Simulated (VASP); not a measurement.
Input of a VASP 6.6.1 run:

The input INCAR:

```
  PREC = Accurate
  ENCUT = 520
  EDIFF = 1E-6
  ISMEAR = 0
  SIGMA = 0.01
  LREAL = False
  LASPH = True
  NELM = 60
  ALGO = Fast
  ISIF = 2
  LWAVE = False
  LCHARG = True
  GGA = PE
  LELF = True
```

Contents of KPOINTS:

```
Automatic mesh
0
Gamma
  1 1 1
```

Contents of POSCAR:

```
SiO
1.0
   11.0000000000      0.0000000000      0.0000000000
    0.0000000000     10.0000000000      0.0000000000
    0.0000000000      0.0000000000     10.0000000000
O Si
1 1
Direct
    0.4429363600      0.5252500000      0.4710000000
    0.5594272700      0.4789500000      0.5358000000
```

Potentials or basis: VASP PAW PBE potentials, release 64 (O, Si).

The run is started by

```sh
$ cat potpaw_PBE.64/O/POTCAR potpaw_PBE.64/Si/POTCAR > POTCAR
$ mpirun -np 1 vasp_gam > vasp.out
```

**Question.** Predict the gap between the frontier levels.

**Answer.** 4.58 eV.

**Question.** Estimate the largest force.

**Answer.** 1.144 eV/Å.

Forces in eV/Å, atoms in the order of the input:
```
O   -0.970  0.353 -0.494
Si   0.970 -0.353  0.494
```

As with any semilocal functional, this PBE gap is likely too small.
